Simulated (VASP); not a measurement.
```xyz
2
Lattice="3.0921 0.0000 0.0000 0.0000 3.0921 0.0000 0.0000 0.0000 3.0921" Properties=species:S:1:pos:R:3 pbc="T T T"
W      0.0000     0.0000     0.0000
Si     1.5461     1.5461     1.5461
```

Computed with r2SCAN meta-GGA, VASP's PBE PAW potentials (set 64) (plane waves; VASP). Settings: 400 eV cut-off, 11×11×11 Γ-centred mesh, first-order Methfessel-Paxton smearing of 0.10 eV, potentials W_sv Si.

Energy and stress use the plane-wave basis of the starting cell.

**Question.** The ions, cell shape and volume are relaxed. Predict the relaxed structure.

**Answer.** 
```xyz
2
Lattice="3.0385 0.0000 0.0000 0.0000 3.0385 0.0000 0.0000 0.0000 3.0385" Properties=species:S:1:pos:R:3 pbc="T T T"
W      0.0000     0.0000     0.0000
Si     1.5193     1.5193     1.5193
```
Space group Pm-3m (221), at a tolerance of 0.03 Å.

**Question.** How do energy and volume change from the first to the last step?

**Answer.** The energy (σ→0) changes by -29.3 meV/atom and the volume by -5.1 %, in 4 ionic steps.

```csv
step,E(σ→0) (eV),max force (eV/Å),pressure (GPa),volume (Å³)
1,-59.6210,0.000,-11.58,29.56
2,-59.4149,0.000,32.51,25.23
3,-59.6794,0.000,-0.61,28.11
4,-59.6795,0.000,-0.08,28.05
```

The structure was generated: SiW was put into the CsCl type (Pm-3m), which need not be its known phase. This run relaxes it. Symmetry was kept, so distortions that lower it aren't found.
